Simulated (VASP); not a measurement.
**Be3Os2: single point with PBE**

Crystal: Be3Os2.

```
Be Os
1.0
     0.00000    2.81475    0.00000
     5.50340   -1.40738    0.00000
    -2.09221    1.40738   -6.51391
Be Os
6 4
Cartesian
  3.4165 1.4074 -3.1811
  -0.0053 1.4074 -3.3328
  3.3646 1.4074 -0.7657
  0.0466 1.4074 -5.7482
  1.9471 2.8148 -4.7616
  1.4641 0.0000 -1.7523
  2.2416 1.4074 -6.1757
  1.1696 1.4074 -0.3382
  3.9183 0.0000 -4.6048
  -0.5071 2.8148 -1.9091
```

The cell was built by a generator and needn't be a form met in nature.

```yaml
Program: VASP 6.6.1
Task: single point
Functional: PBE
Potentials_or_basis: VASP PAW PBE potentials, release 64 (Be, Os)
Cutoff: 520 eV
k_mesh: 7 × 7 × 7
Occupations: gaussian, width 0.2233 eV
Spin: no spin polarisation
```

```yaml
Pressure: 74.9 GPa
Largest_force: 7.395 eV/Å
Band_gap_on_the_k_mesh: none (metal or under the smearing width)
```

Forces on the atoms (eV/Å):
```
Be  -4.535  0.000  1.789
Be   4.535  0.000 -1.789
Be  -6.288  0.000 -2.040
Be   6.288  0.000  2.040
Be  -5.367  0.000  5.087
Be   5.367  0.000 -5.087
Os   1.318  0.000  0.063
Os  -1.318  0.000 -0.063
Os  -0.514  0.000 -0.979
Os   0.514  0.000  0.979
```

Stress tensor (GPa, compression positive):
```
94.85  0.00 -3.44
 0.00 59.67  0.00
-3.44  0.00 70.25
```

Levels at points of the mesh, in eV from the Fermi level:
```tsv
k point	band 20	band 21	band 22	band 23	band 24	band 25
(0.00, 0.00, 0.00)	-1.17	-0.84	-0.50	-0.28	-0.02	0.81
```

It took 5.9 min on 1 thread of Intel(R) Xeon(R) Platinum 8259CL CPU @ 2.50GHz (Skylake/Cascade Lake), with other jobs on the host, peak memory 0.41 GiB.

Caveat: a pressure of tens of GPa on the cell as given is suspect, and the run, the potentials or the cell itself is likely at fault; forces of over 1 eV/Å show positions far from the minimum, so gaps and moduli don't describe the material at rest. The run has no spin-orbit coupling, so splittings on Os are missing.
